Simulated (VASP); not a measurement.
Given:

```
CELL_PARAMETERS angstrom
      0.00000     1.91309     1.91309
      1.91309     0.00000     1.91309
      1.91309     1.91309     0.00000
ATOMIC_POSITIONS crystal
  Ir 0.00000 0.00000 0.00000
```

Computed with PBE GGA, VASP's PBE PAW potentials (set 64) (plane waves; VASP 6.6.1). Numerical set-up: 300 eV cut-off, 12×12×12 Γ-centred mesh, first-order Methfessel-Paxton smearing of 0.27 eV, potentials Ir.

At this cut-off the stress carries a Pulay error, which pulls relaxed volumes low. Energy and stress use the plane-wave basis of the starting cell.

Q: The ions, cell shape and volume are relaxed. Give the cell that the relaxation ends in.

A: 
```
CELL_PARAMETERS angstrom
      0.00000     1.93372     1.93372
      1.93372     0.00000     1.93372
      1.93372     1.93372     0.00000
ATOMIC_POSITIONS crystal
  Ir 0.00000 0.00000 0.00000
```
Space group Fm-3m (225), at a tolerance of 0.03 Å.

Q: How do energy and volume change from the first to the last step?

A: The energy (σ→0) changes by -17.4 meV/atom and the volume by +3.3 %, in 4 ionic steps.

| step | E(σ→0) (eV) | max force (eV/Å) | pressure (GPa) | volume (Å³) |
|---|---|---|---|---|
| 1 | -8.8479 | 0.000 | 12.39 | 14.00 |
| 2 | -8.6613 | 0.000 | -31.15 | 16.32 |
| 3 | -8.8652 | 0.000 | -0.61 | 14.49 |
| 4 | -8.8653 | 0.000 | -0.06 | 14.46 |

The structure comes from a computed database's Ir entry; how it stands against other phases isn't given here. This run relaxes it. Symmetry was kept, so distortions that lower it aren't found. The run is one of a series of settings (EDIFFG = -0.01, IBRION = 2, ISIF = 3, NSW = 50 against the base run), some of them coarse on purpose.
